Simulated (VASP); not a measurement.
MgTe: energy against strain

MgTe (wurtzite, P6_3mc, 34.470 Å³/atom and stress up to 0.03 GPa in the relaxed cell, c along z) under an equal strain ε along x and y, with z held. PBE in VASP (plane waves, PAW), 480 eV, 12×12×4 Γ-centred mesh, Gaussian smearing 0.05 eV; ions are relaxed, or left where forces stay under 0.02 eV/Å, within the symmetry of each cell.

Here s stands for strain and y for E less E0.

```csv
strain (%),E less E0 (meV/atom)
-3.00,?
-1.50,3.87
-1.00,1.68
-0.50,0.40
0.00,0.00
0.50,0.45
1.00,1.73
1.50,3.81
```

Taking a parabola for y over the 7 complete rows: Least squares gives y = -0.001 - 0.0021·s + 1.7071·s². Residuals (row less fit): 0.027, -0.028, -0.027, 0.001, 0.025, 0.026, -0.027; standard error 0.033 (degrees of freedom: 4). Twice the quadratic coefficient over the volume, 2 × 1.7071 meV × 10⁴ × 0.1602 / 34.470 Å³, is the elastic constants 2(C11 + C12) = 159 ± 1 GPa (± standard error of the fit, which holds the terms cut off).

Problem. Predict the withheld y at s = -3.00 from the fit, and compare with the calculation.

Solution. y = -0.001 - 0.0021 × (-3.0) + 1.7071 × (-3.0)² = 15.369 meV/atom. The calculation gives 16.11 meV/atom, 0.741 meV/atom above the prediction (4.6 % of the range of y in the table). The row lies outside the fitted rows, so this is an extrapolation. From the scatter of the fitted rows alone, a prediction at this place has a standard error of 0.125 meV/atom, so the miss is 5.9 times that.

A polynomial of degree 3 through the 12 other runs of the series gives 16.10 there, so most of the miss is curvature that the fit leaves out. Spin-orbit coupling is left out, which can shift these values for the heavy elements here. Rows are the converged runs of the series near zero and its far end, less any whose ions stayed unrelaxed beside relaxed ones; series whose fitted rows scatter by over a few per cent of the range, as at a crossing or softening among them, aren't shown in this form. Most that stay on the fit to the last digits aren't either.
